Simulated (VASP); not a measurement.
Computed with PBEsol GGA, VASP's PBE PAW potentials (set 64) (plane waves; VASP).

VASP ran on this input.

**INCAR**
```
SYSTEM=FeGe
PREC=Accurate; ENCUT=500; LREAL=F
LASPH=T
EDIFF=1E-6; NELM=100; ALGO=Normal
LMAXMIX=4
ISMEAR=1; SIGMA=0.1
GGA=PS
MAGMOM=4*1.1 4*-0.1
ISPIN=2
IBRION=2; NSW=40; ISIF=3
EDIFFG=-0.02; PSTRESS=50
LWAVE=F; LCHARG=F; LORBIT=10
```

POSCAR:
```
FeGe
1
    4.5600362768     0.0000000000    -0.0000000000
    0.0000000000     4.5600362768    -0.0000000000
   -0.0000000000     0.0000000000     4.5600362768
Fe Ge
4 4
Direct
  0.8623651564   0.6376348436   0.3623651564
  0.3623651564   0.8623651564   0.6376348436
  0.1376348436   0.1376348436   0.1376348436
  0.6376348436   0.3623651564   0.8623651564
  0.1576970121   0.3423029879   0.6576970121
  0.6576970121   0.1576970121   0.3423029879
  0.8423029879   0.8423029879   0.8423029879
  0.3423029879   0.6576970121   0.1576970121
```

**KPOINTS**
```
Automatic
0
Gamma
7 7 7
```

POTCAR, in this order: Fe Ge_d (PBE.64 set). Program: vasp_std.

Q: What will the output report for the number of irreducible k-points (NKPTS), largest plane-wave count, number of space-group operations, FFT grid (NGX, NGY, NGZ)?

A: 
| Quantity | Value |
|---|---|
| number of irreducible k-points (NKPTS) | 24 |
| largest plane-wave count | 2469 |
| number of space-group operations | 12 |
| FFT grid (NGX, NGY, NGZ) | 36 × 36 × 36 |

The compound is FeGe in the B20 structure. It was relaxed first under an external pressure of 5 GPa.
